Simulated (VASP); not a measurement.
Input:

```
CELL_PARAMETERS angstrom
      0.00000     2.96077     2.96077
      2.96077     0.00000     2.96077
      2.96077     2.96077     0.00000
ATOMIC_POSITIONS crystal
  Al 0.25000 0.25000 0.25000
  Al 0.75000 0.75000 0.75000
  Pt 0.00000 0.00000 0.00000
```

Computed with TPSS meta-GGA, VASP's PBE PAW potentials (set 64) (plane waves; VASP). Settings: 520 eV cut-off, 10×10×10 Γ-centred mesh, tetrahedra with Blöchl corrections, potentials Al Pt.

Unless said otherwise, spin-orbit coupling is left out, though it shifts the bands of the heavy elements here.

**Question.** What does the run give for the energy per atom (σ→0), band gap (over mesh and band path) with the smallest direct gap where there is one?

**Answer.** 
| Property | Result |
|---|---|
| band gap (over mesh and band path) | none (metal, semimetal or under 0.01 eV) |
| energy per atom (σ→0) | -8.282 eV/atom |

The compound is PtAl2 in the fluorite structure. It was relaxed first.
